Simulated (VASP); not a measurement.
Calculation: revPBE GGA, VASP's PBE PAW potentials (set 64) (plane waves; VASP 6.6.1).

VASP input:

File POSCAR:
```
Lu
1
    3.4926390000     0.0000000000     0.0000000000
   -1.7463200000     3.0247140000     0.0000000000
    0.0000000000     0.0000000000    11.2375900000
Lu
4
Direct
  0.0178090000   0.0044100000  -0.0018400000
  0.0087730000   0.0056080000   0.4995350000
  0.3205490000   0.6664260000   0.2508660000
  0.6528690000   0.3235560000   0.7514390000
```

**INCAR**
```
# general
SYSTEM   =  Lu
PREC     =  Accurate
ENCUT    =  300
LREAL    =  .FALSE.
LASPH    =  .TRUE.

# electronic loop
EDIFF    =  1E-6
NELM     =  100
ALGO     =  Normal
LMAXMIX  =  6

# smearing
ISMEAR   =  -1
SIGMA    =  0.1

# functional
GGA      =  RE

# ions
IBRION   =  2
NSW      =  50
ISIF     =  3
EDIFFG   =  -0.01

# output
LWAVE    =  .FALSE.
LCHARG   =  .FALSE.
```

KPOINTS:
```
Automatic mesh
0
Gamma
8 8 2
0 0 0
```

POTCAR, in this order: Lu_3 (PBE.64 set). Program: vasp_std.

At this cut-off the stress carries a Pulay error, which pulls relaxed volumes low. Energy and stress use the plane-wave basis of the starting cell.

**Question.** What does the run give for the energy per atom (σ→0), volume per atom, band gap (on the k-mesh)?

**Answer.** 
| Quantity | Value |
|---|---|
| energy per atom (σ→0) | -4.162 eV/atom |
| band gap (on the k-mesh) | none (metal, semimetal or under 0.01 eV) |
| volume per atom | 30.39 Å³/atom |

OSZICAR:
```
...
       N       E                     dE             d eps       ncg     rms          rms(c)
DAV:   1    -0.167607111835E+02    0.96288E-04   -0.17676E-02  4838   0.328E+00    0.618E-02
DAV:   2    -0.167608328762E+02   -0.12169E-03   -0.15015E-03  4968   0.450E-01    0.268E-02
DAV:   3    -0.167608347452E+02   -0.18690E-05   -0.15340E-04  4994   0.222E-01    0.252E-02
DAV:   4    -0.167608307145E+02    0.40307E-05   -0.36806E-05  4248   0.812E-02    0.120E-02
DAV:   5    -0.167608289466E+02    0.17679E-05   -0.89656E-06  3330   0.760E-02    0.864E-03
DAV:   6    -0.167608287706E+02    0.17598E-06   -0.29909E-06  1910   0.352E-02
  15 F= -.16760829E+02 E0= -.16649909E+02  d E =-.212637E-04
```

The structure was generated: Lu was put into an ordered model structure, which need not be its known phase. In the starting cell atoms are displaced from their ideal sites. This run relaxes it. The run is one of a series of settings (EDIFFG = -0.01, GGA = RE, IBRION = 2, ISIF = 3, NSW = 50 against the base run), some of them coarse on purpose. VASP warned that the highest band is occupied, so more bands are needed.
